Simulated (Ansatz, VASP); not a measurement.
# Na20Sc2Ge19O51 (glassy 63GeO2-33Na2O-3Sc2O3 (mol %)): VASP beside Ansatz

Aim: how closely do two programs agree when they are given the same cell, functional and k mesh? Of the first pair: The structure shown is the start of the Ansatz relaxation below; VASP solves that cell, so the two are compared at the walk's first step.

Method: plane waves, with VASP 6.6.1 beside it; single point at PBE, in Ansatz 0.2.0.

**1. Set-up**

The cell holds 92 atoms: 19 Ge, 20 Na, 2 Sc and 51 O. Its edges and angles: a = 10.931 Å, b = 10.931 Å, c = 10.931 Å, α = 90.0°, β = 90.0°, γ = 90.0°. As first built, before any earlier steps moved the atoms (in the runner's words): 92 atoms (19 Ge, 20 Na, 2 Sc, 51 O) placed at random at 3.5 g/cm^3, melted at 4000 K for 10 ps at fixed volume with the Morse and Coulomb pair potential with partial charges (Pedone, Malavasi, Menziani, Cormack and Segre, J. Phys. Chem. B 110, 11780 (2006)). Quenched from 4000 K to 300 K at 25 K/ps and fixed volume, held 10 ps at zero pressure, then minimised at fixed cell.

**2. Ansatz: relaxation, PBE**

Ansatz runs on its default PAW (the set named soft_2) files.

The two programs are compared at the cell with which this relaxation starts, whose forces are those of its first step.

Input file input.yaml:

```yaml
crystal:
  lattice:
    - [10.93102, 0.0, 0.0]
    - [0.0, 10.93102, 0.0]
    - [0.0, 0.0, 10.93102]
  atoms:
    - { symbol: Ge, position: [0.73811, 0.53646, 0.62862] }
    - { symbol: Ge, position: [0.21976, 0.05108, 0.79947] }
    - { symbol: Ge, position: [0.44518, 0.97646, 0.19977] }
    - { symbol: Ge, position: [0.80652, 0.41069, 0.181] }
    - { symbol: Ge, position: [0.14142, 0.98983, 0.23918] }
    - { symbol: Ge, position: [0.50391, 0.03484, 0.89105] }
    - { symbol: Ge, position: [0.71044, 0.55143, 0.93032] }
    - { symbol: Ge, position: [0.65097, 0.08718, 0.393] }
    - { symbol: Ge, position: [0.87564, 0.88178, 0.36143] }
    - { symbol: Ge, position: [0.21107, 0.7174, 0.07269] }
    - { symbol: Ge, position: [0.4643, 0.72649, 0.88956] }
    - { symbol: Ge, position: [0.88878, 0.78796, 0.65443] }
    - { symbol: Ge, position: [0.33255, 0.51759, 0.71865] }
    - { symbol: Ge, position: [0.81081, 0.97661, 0.89013] }
    - { symbol: Ge, position: [0.30114, 0.36302, 0.4644] }
    - { symbol: Ge, position: [0.23729, 0.43338, 0.17584] }
    - { symbol: Ge, position: [0.55432, 0.3315, 0.83419] }
    - { symbol: Ge, position: [0.10684, 0.12749, 0.53248] }
    - { symbol: Ge, position: [0.58272, 0.38862, 0.3946] }
    - { symbol: Na, position: [0.85855, 0.32818, 0.46744] }
    - { symbol: Na, position: [0.86648, 0.28475, 0.72347] }
    - { symbol: Na, position: [0.19319, 0.76043, 0.76542] }
    - { symbol: Na, position: [0.61104, 0.68283, 0.36221] }
    - { symbol: Na, position: [0.0612, 0.37304, 0.67752] }
    - { symbol: Na, position: [0.53902, 0.26385, 0.1198] }
    - { symbol: Na, position: [0.92945, 0.59287, 0.42145] }
    - { symbol: Na, position: [0.59386, 0.85528, 0.64918] }
    - { symbol: Na, position: [0.90069, 0.71015, 0.09947] }
    - { symbol: Na, position: [0.76633, 0.1082, 0.63512] }
    - { symbol: Na, position: [0.03439, 0.91027, 0.00778] }
[... 56 atom lines left out ...]
    - { symbol: O, position: [0.15998, 0.04301, 0.65347] }
    - { symbol: O, position: [0.84093, 0.89804, 0.75672] }
    - { symbol: O, position: [0.08633, 0.67854, 0.98752] }
    - { symbol: O, position: [0.50228, 0.20406, 0.91515] }
    - { symbol: O, position: [0.18838, 0.92364, 0.87908] }
    - { symbol: O, position: [0.37809, 0.05896, 0.78642] }
kpoints:
  mp_grid: { grid: [1, 1, 1] }
hamiltonian:
  xc: pbe
scf:
  occupations: { method: fermi_dirac, width: 0.05 }
output:
  forces: true
relax:
  f_tol: 0.05
  max_steps: 150
  cell: {}
```

The run is started by

```bash
> ansatz run input.yaml --threads 4 --pin off --max-ram 8192MiB --backend cpu --events-out ev --progress --plain --runs-dir out
```

Numbers of over 12 decimals in the logs are rounded to 6 here.

Output:

```text
Engine: ansatz 0.2.0, x86_64-unknown-linux-gnu
Pseudopotentials: kind: paw
Pseudopotential: Ge, paw, valence charge 14, recommended cutoff 420 eV (normal), Ge.paw.azcp
Pseudopotential: Na, paw, valence charge 9, recommended cutoff 420 eV (normal), Na.paw.azcp
Pseudopotential: Sc, paw, valence charge 11, recommended cutoff 420 eV (normal), Sc.paw.azcp
Pseudopotential: O, paw, valence charge 6, recommended cutoff 420 eV (normal), O.paw.azcp
Functional definition: PBE
  parameter kappa = 0.804
  parameter beta = 0.066725
  exchange = pbe_x(kappa = kappa, mu = beta*pi^2/3)
  correlation = pbe_c(beta = beta)
Crystal: 92 atoms, lattice volume = 1306.117 Å³
Basis set: ecut = 420 eV, 25533 PW (Γ), exchange–correlation on 150×150×150 points (8 copies of the dense FFT grid, shifted against one another)
Bands: 479, of which v1, the nominal top of the filled ones, is band 387 counted from 1 (386 counted from 0)
Symmetry: 1 space group operations
Space group: P1 (ITA 1), of the structure as read, at distance tolerance 1.1e-4 Å
k-points: 1
Non-local potential: Ge, projectors of the file, l = 0: 2, l = 1: 2, l = 2: 3, l = 3: 1
Non-local potential: Na, projectors of the file, l = 0: 3, l = 1: 2, l = 2: 1
Non-local potential: Sc, projectors of the file, l = 0: 3, l = 1: 2, l = 2: 3, l = 3: 1
Non-local potential: O, projectors of the file, l = 0: 2, l = 1: 2, l = 2: 1
PAW form: soft (Blöchl's): semilocal exchange-correlation on the pseudo side does not see the compensation charge
PAW one-centre angular grid: Ge, 590 points (default); XC on 64 Gauss nodes
PAW one-centre angular grid: Na, 110 points (default); XC on 64 Gauss nodes
PAW one-centre angular grid: Sc, 590 points (default); XC on 64 Gauss nodes
PAW one-centre angular grid: O, 110 points (default); XC on 64 Gauss nodes
Initial density: superposition of atomic densities (neutral atoms: chi_scale 0, normalization atom), corrected by the library's trained network
Initial wavefunctions: pseudopotential atomic-orbital guess
Functional: x = pbe(κ = 0.804, μ = 0.219515), c = pbe(β = 0.066725)
SCF iter   1: F=—  HF=-144569.317982 eV  |F-HF|=—  |Δ(HF+E_count)|=         —  Δρ=2.21e-3  dr2=7.87e-2  ethr=1.77e-3  ⟨swp⟩=5.0  Hψ=1849  notcnv=0  defer=63
preconditioner: auto → Resta (q_TF=auto, 2.500 Å⁻¹)  ε∞=2.7  [insulator: Δε(μ)=2.153 eV  Ē_g=21.279 eV  σ=0.050 eV  W_gap=1.00  n_scr=340 (ndim 8)  ℏωp=27.8 eV  f_vac=0.207  D(μ)=0.00/eV (n_scr^D=0)  ε∞_Penn≈2.7]
SCF iter   2: F=—  HF=-144569.315520 eV  |F-HF|=—  |Δ(HF+E_count)|=   2.46e-3  Δρ=1.20e-3  dr2=1.64e-2  ethr=1.02e-5  ⟨swp⟩=2.0  Hψ=711  notcnv=0  defer=82
SCF iter   3: F=—  HF=-144569.318669 eV  |F-HF|=—  |Δ(HF+E_count)|=   3.15e-3  Δρ=5.21e-4  dr2=5.18e-3  ethr=2.13e-6  ⟨swp⟩=2.0  Hψ=573  notcnv=0  defer=82
SCF iter   4: F=—  HF=-144569.320516 eV  |F-HF|=—  |Δ(HF+E_count)|=   1.85e-3  Δρ=2.21e-4  dr2=7.25e-4  ethr=6.69e-7  ⟨swp⟩=2.0  Hψ=572  notcnv=0  defer=82
SCF iter   5: F=—  HF=-144569.320622 eV  |F-HF|=—  |Δ(HF+E_count)|=   1.06e-4  Δρ=1.23e-4  dr2=2.14e-4  ethr=9.36e-8  ⟨swp⟩=2.0  Hψ=595  notcnv=0  defer=82
SCF iter   6: F=—  HF=-144569.320675 eV  |F-HF|=—  |Δ(HF+E_count)|=   5.28e-5  Δρ=4.86e-5  dr2=3.39e-5  ethr=2.76e-8  ⟨swp⟩=2.0  Hψ=552  notcnv=0  defer=82
SCF iter   7: F=—  HF=-144569.318605 eV  |F-HF|=—  |Δ(HF+E_count)|=   2.07e-3  Δρ=1.90e-5  dr2=5.85e-6  ethr=4.38e-9  ⟨swp⟩=2.0  Hψ=862  notcnv=0  defer=82
SCF iter   8: F=—  HF=-144569.318606 eV  |F-HF|=—  |Δ(HF+E_count)|=   1.01e-6  Δρ=8.47e-6  dr2=1.16e-6  ethr=7.55e-10  ⟨swp⟩=2.0  Hψ=762  notcnv=0  defer=82
SCF iter   9: F=—  HF=-144569.318606 eV  |F-HF|=—  |Δ(HF+E_count)|=   1.70e-7  Δρ=3.74e-6  dr2=2.08e-7  ethr=1.50e-10  ⟨swp⟩=2.0  Hψ=762  notcnv=0  defer=82
SCF iter  10: F=-144569.318606 eV  HF=-144569.318606 eV  |F-HF|=2.02e-8  |Δ(HF+E_count)|=   3.14e-8  Δρ=1.61e-6  dr2=3.77e-8  ethr=1.29e-11  ⟨swp⟩=4.0  Hψ=1411  notcnv=0
SCF 1 converged in 10 iterations: F = -144569.318606 eV  dr2 = 3.77e-8
  greatest PAW one-centre occupation: 0.999 electrons in one spin orbital (limit 2), on the Na atom at site 19 (counted from 0), in its partial waves of l = 0
relax step   1: F+E_penalty+E_count = -144569.31860602 eV  Δ(F+E_penalty+E_count) = +0.000e0 eV  max|allowed force component| = 2.364e0 eV/Å  Δτ_max = 0.0000 Å  P = +7.236 GPa  Ω = 1306.117 Å³  (10 SCF iters, dr2 threshold 1.00e-7 eV, accepted)
Crystal: 92 atoms, lattice volume = 1315.531 Å³
Basis set: ecut = 420 eV, 25705 PW (Γ), exchange–correlation on 150×150×150 points (8 copies of the dense FFT grid, shifted against one another)
Initial density: handed on by an earlier stage of this run
Initial wavefunctions: those handed on with the density
iter 1 solved again at ethr=2.90e-4 eV; its pass at ethr=3.10e-3 eV (dr2=2.24e0 eV) is discarded
SCF iter   1: F=—  HF=-144574.667519 eV  |F-HF|=—  |Δ(HF+E_count)|=         —  Δρ=2.01e-2  dr2=2.25e0  ethr=2.90e-4  ⟨swp⟩=3.0  Hψ=2106  notcnv=0
[...]
atom  82  O     -0.00385024    -0.00508632     0.00246415
  atom  83  O      0.00054517     0.00195342    -0.00612609
  atom  84  O     -0.00341655     0.00549356    -0.00257684
  atom  85  O      0.00044773    -0.00885391     0.00694653
  atom  86  O      0.00284128     0.00435387    -0.00125586
  atom  87  O     -0.00130029     0.00534107     0.00158435
  atom  88  O     -0.00683023    -0.00289757    -0.00868752
  atom  89  O      0.00262039     0.03318975     0.00264683
  atom  90  O      0.00010593    -0.00530883    -0.00001060
  atom  91  O      0.00450354     0.00310482    -0.00578921
  atom  92  O     -0.00362490     0.00202628     0.00397510
  max |Σ_I F_I| component: 4.84e-5 eV/Å
--- Stress (GPa, compression-positive) ---
        0.003453       0.008858       0.005806
        0.008858      -0.007095       0.009335
        0.005806       0.009335       0.014142
  P = ⅓ Tr σ = 0.0035 GPa (0.035 kbar)
--- Relaxed structure (33 steps of the walk, 30 accepted, 2 SCFs on fresh bases) ---
  F+E_penalty+E_count = -144578.03882503 eV   max|allowed force component| = 3.319e-2 eV/Å   (the final SCF, on the basis selected at the relaxed cell)
  cell:  # Å, volume = 1290.1408 Å³
    - [10.941429, 0.173818, 0.024416]
    - [0.173818, 10.677062, 0.052559]
    - [0.024416, 0.052559, 11.046783]
  atoms:
    - { symbol: Ge, position: [0.726365, 0.529267, 0.606236] }
    - { symbol: Ge, position: [0.228569, 0.047282, 0.796558] }
    - { symbol: Ge, position: [0.443886, 0.954954, 0.214938] }
    - { symbol: Ge, position: [0.797951, 0.415465, 0.170907] }
    - { symbol: Ge, position: [0.148114, 0.987070, 0.271828] }
    - { symbol: Ge, position: [0.494661, 0.043882, 0.917117] }
    - { symbol: Ge, position: [0.713114, 0.553982, 0.910798] }
    - { symbol: Ge, position: [0.656834, 0.077973, 0.391718] }
    - { symbol: Ge, position: [0.899309, 0.877951, 0.399926] }
    - { symbol: Ge, position: [0.211027, 0.709866, 0.074811] }
    - { symbol: Ge, position: [0.450810, 0.726688, 0.882845] }
    - { symbol: Ge, position: [0.860939, 0.759252, 0.687490] }
    - { symbol: Ge, position: [0.335555, 0.526890, 0.703842] }
    - { symbol: Ge, position: [0.808896, 0.964113, 0.912766] }
    - { symbol: Ge, position: [0.322407, 0.390000, 0.443328] }
    - { symbol: Ge, position: [0.231571, 0.425508, 0.172096] }
    - { symbol: Ge, position: [0.569265, 0.333691, 0.812539] }
    - { symbol: Ge, position: [0.129142, 0.162502, 0.538108] }
    - { symbol: Ge, position: [0.572963, 0.384055, 0.379914] }
    - { symbol: Na, position: [0.865817, 0.308835, 0.451829] }
    - { symbol: Na, position: [0.854779, 0.298912, 0.731281] }
    - { symbol: Na, position: [0.131654, 0.842989, 0.645977] }
    - { symbol: Na, position: [0.640482, 0.713687, 0.384178] }
    - { symbol: Na, position: [0.070322, 0.403746, 0.652424] }
    - { symbol: Na, position: [0.521629, 0.243675, 0.137354] }
    - { symbol: Na, position: [0.941921, 0.585362, 0.419890] }
    - { symbol: Na, position: [0.584945, 0.858349, 0.664570] }
    - { symbol: Na, position: [0.921576, 0.696378, 0.141048] }
    - { symbol: Na, position: [0.815552, 0.063479, 0.628932] }
    - { symbol: Na, position: [0.067393, 0.932660, -0.00385643] }
    - { symbol: Na, position: [0.493312, 0.529215, 0.113653] }
    - { symbol: Na, position: [0.476950, 0.154633, 0.615207] }
    - { symbol: Na, position: [0.256118, 0.158476, 0.083806] }
    - { symbol: Na, position: [0.723525, 0.211071, 0.965587] }
    - { symbol: Na, position: [0.033091, 0.267452, 0.260171] }
    - { symbol: Na, position: [0.665596, 0.808125, 0.093552] }
    - { symbol: Na, position: [0.284526, 0.341235, 0.902737] }
    - { symbol: Na, position: [0.867921, 0.059500, 0.161404] }
    - { symbol: Na, position: [0.344926, 0.681111, 0.337086] }
    - { symbol: Sc, position: [0.025661, 0.576729, 0.853647] }
    - { symbol: Sc, position: [0.00789669, 0.257331, 0.971906] }
    - { symbol: O, position: [0.650535, 0.499056, 0.745392] }
    - { symbol: O, position: [0.360070, 0.366002, 0.098518] }
    - { symbol: O, position: [0.636003, 0.506653, 0.473951] }
    - { symbol: O, position: [0.493611, 0.878645, 0.851269] }
    - { symbol: O, position: [0.637828, 0.405644, 0.223420] }
    - { symbol: O, position: [0.984750, 0.207907, 0.593093] }
    - { symbol: O, position: [0.732366, 0.700172, 0.603001] }
    - { symbol: O, position: [0.350704, 0.670853, 0.995387] }
    - { symbol: O, position: [0.871864, 0.465630, 0.587311] }
    - { symbol: O, position: [0.421453, 0.390203, 0.756458] }
    - { symbol: O, position: [0.077542, 0.075019, 0.154111] }
    - { symbol: O, position: [0.912325, 0.873137, 0.561309] }
    - { symbol: O, position: [0.896447, 0.441954, 0.289302] }
    - { symbol: O, position: [0.213745, 0.853029, 0.148228] }
    - { symbol: O, position: [0.658251, 0.233596, 0.722546] }
    - { symbol: O, position: [0.225777, 0.296478, 0.551097] }
    - { symbol: O, position: [0.311248, 0.531105, 0.543828] }
    - { symbol: O, position: [0.684333, 0.242284, 0.400757] }
    - { symbol: O, position: [0.160887, 0.169020, 0.887379] }
    - { symbol: O, position: [0.197284, 0.516104, 0.783031] }
    - { symbol: O, position: [0.655865, 0.00958774, 0.963322] }
    - { symbol: O, position: [0.833812, 0.637995, 0.839139] }
    - { symbol: O, position: [0.114068, 0.355876, 0.087405] }
    - { symbol: O, position: [0.588670, 0.662604, 0.952819] }
[...]
- { symbol: O, position: [0.418518, 0.021845, 0.063993] }
    - { symbol: O, position: [0.204800, 0.379865, 0.327462] }
    - { symbol: O, position: [0.202109, 0.045104, 0.632285] }
    - { symbol: O, position: [0.791340, 0.893060, 0.766337] }
    - { symbol: O, position: [0.077332, 0.678459, 0.996123] }
    - { symbol: O, position: [0.514634, 0.215588, 0.931060] }
    - { symbol: O, position: [0.192496, 0.897548, 0.839154] }
    - { symbol: O, position: [0.388418, 0.083859, 0.792565] }
```

Reading the cycles: dr2 is the Hartree energy of the density residual (eV), the measure of convergence; HF is the Harris–Foulkes estimate of the energy, which meets the free energy F at convergence.

**3. VASP: single point, PBE, start cell, pair 1**

The same cell, functional, mesh and smearing now go to VASP, with its own data sets.

Lines of VASP's logs that name or quote its potential files are left out, and so is its time.

Input file INCAR:

```
SYSTEM = Na20Sc2Ge19O51
PREC = Accurate
ENCUT = 520
EDIFF = 1E-06
NELM = 120
ISMEAR = -1
SIGMA = 0.05
LREAL = Auto
ALGO = Normal
GGA = PE
NBANDS = 432
LASPH = .TRUE.
LORBIT = 11
LWAVE = .FALSE.
LCHARG = .FALSE.
ISIF = 2
GGA_COMPAT = .FALSE.
EFERMI = MIDGAP
NCORE = 2
```

Input file POSCAR:

```
Na20Sc2Ge19O51
1.0
   10.9310200000      0.0000000000      0.0000000000
    0.0000000000     10.9310200000      0.0000000000
    0.0000000000      0.0000000000     10.9310200000
Ge Na Sc O
19 20 2 51
Direct
    0.7381104417      0.5364641177      0.6286238613
    0.2197599126      0.0510839794      0.7994679362
    0.4451826088      0.9764596534      0.1997709271
    0.8065212579      0.4106936041      0.1809986625
    0.1414232158      0.9898344345      0.2391817049
    0.5039053995      0.0348366392      0.8910513383
    0.7104369034      0.5514306991      0.9303157436
    0.6509731022      0.0871830808      0.3930008362
    0.8756364914      0.8817841336      0.3614301319
    0.2110690494      0.7173987423      0.0726922099
    0.4643025079      0.7264921297      0.8895601691
    0.8887825656      0.7879594036      0.6544311510
    0.3325490210      0.5175912220      0.7186520563
    0.8108117998      0.9766060258      0.8901273623
    0.3011429857      0.3630219321      0.4644031390
    0.2372880115      0.4333813313      0.1758390342
    0.5543215546      0.3314969692      0.8341856478
    0.1068427283      0.1274903897      0.5324846172
    0.5827178068      0.3886188114      0.3946017846
    0.8585475097      0.3281761446      0.4674403670
    0.8664790660      0.2847492732      0.7234731983
    0.1931933159      0.7604322378      0.7654180488
    0.6110408727      0.6828274031      0.3622077354
    0.0612019738      0.3730392955      0.6775214024
    0.5390164870      0.2638546083      0.1197966887
    0.9294466573      0.5928723943      0.4214519779
    0.5938604083      0.8552815748      0.6491800399
    0.9006936224      0.7101533068      0.0994692170
    0.7663328765      0.1081966733      0.6351191380
    0.0343883736      0.9102718685      0.0077760355
[... 56 atom lines left out ...]
    0.1599759217      0.0430060507      0.6534705819
    0.8409279280      0.8980406220      0.7567180373
    0.0863322910      0.6785368612      0.9875199204
    0.5022770062      0.2040614691      0.9151479002
    0.1883813221      0.9236375013      0.8790762436
    0.3780891445      0.0589606459      0.7864224931
```

Input file KPOINTS:

```
Automatic mesh
0
Gamma
1 1 1
0 0 0
```

The projector-augmented-wave data sets are Ge_d, Na_pv, Sc_sv and O (PBE family, release 64).

The run is started by

```bash
> mpirun -np 8 vasp_gam
```

Output:

```text
[banner, memory and clock lines left out]
running    8 mpi-ranks, on    1 nodes
[...]
LDA part: xc-table for (Slater+PW92), standard interpolation
 POSCAR, INCAR and KPOINTS ok, starting setup
[...]
entering main loop
       N       E                     dE             d eps       ncg     rms          rms(c)
DAV:   1     0.212215740640E+05    0.21222E+05   -0.28141E+05  1088   0.405E+03
DAV:   2     0.571922611556E+04   -0.15502E+05   -0.14281E+05   864   0.120E+03
DAV:   3     0.586725286506E+03   -0.51325E+04   -0.48290E+04   864   0.416E+02
DAV:   4    -0.524949951254E+03   -0.11117E+04   -0.10625E+04   976   0.190E+02
[...]
DAV:  19    -0.530463855077E+03   -0.37113E-06   -0.47379E-05  1200   0.279E-02    0.834E-03
DAV:  20    -0.530463856136E+03   -0.10595E-05   -0.17889E-05  1208   0.167E-02    0.552E-03
DAV:  21    -0.530463856361E+03   -0.22445E-06   -0.41260E-06   784   0.752E-03
   1 F= -.53046386E+03 E0= -.53046386E+03  d E =-.695144E-08
```

Parts of OUTCAR (step 3):

```text
  FREE ENERGIE OF THE ION-ELECTRON SYSTEM (eV)
  ---------------------------------------------------
  free  energy   TOTEN  =      -530.4638563609 eV

  energy  without entropy=     -530.4638563540  energy(sigma->0) =     -530.46385636
```

The run ends at a pressure of 6.98 GPa, with forces up to 2.6 eV/Å.

**4. Comparison**

Known differences besides the potentials themselves: the data sets hold 774 valence electrons in Ansatz (on its default PAW (the set named soft_2) files) and 734 in VASP; the cutoff is 420 eV in Ansatz and 520 eV in VASP (PREC = Accurate, projectors in real space). Total energies have different zeros and are not compared.

Forces on 10 of the 92 atoms, those with the largest forces and the largest differences (eV/Å; atoms numbered as in POSCAR):

| atom | Ansatz x, y, z | VASP x, y, z |
| --- | --- | --- |
| Ge7 | 0.436, -1.040, -2.364 | 0.444, -0.994, -2.344 |
| O48 | -1.466, 1.581, -0.946 | -1.457, 1.557, -0.931 |
| O50 | 2.269, -1.117, -0.356 | 2.237, -1.091, -0.350 |
| O60 | -0.816, 2.173, 1.221 | -0.781, 2.120, 1.165 |
| O64 | -1.668, -1.171, -0.841 | -1.611, -1.120, -0.789 |
| O66 | 1.433, -0.978, 0.552 | 1.380, -0.923, 0.509 |
| O69 | 0.582, -2.171, 0.520 | 0.575, -2.133, 0.510 |
| O83 | 0.809, -1.971, 0.651 | 0.774, -1.953, 0.656 |
| O89 | -1.632, -0.099, -1.153 | -1.574, -0.066, -1.098 |
| O92 | 2.175, 0.294, -1.341 | 2.126, 0.292, -1.338 |

The forces differ by 24 meV/Å r.m.s., which is 2.7 % of the r.m.s. force of 0.869 eV/Å (both taken over all components).

(Continued in part 2 of 2.)

[Lines on the potential files, build, host, timing and source positions are cut from VASP's logs without a mark.]

[Logs are printed without paths, hosts, clocks, repeated set-up lines and the standing remarks that a program may print on its own settings, such as how far it seeks lower states.]

[Hosts, paths, dates, database ids (printed as entryN), source tags and the programs' standing remarks are cut or masked in the printed files.]
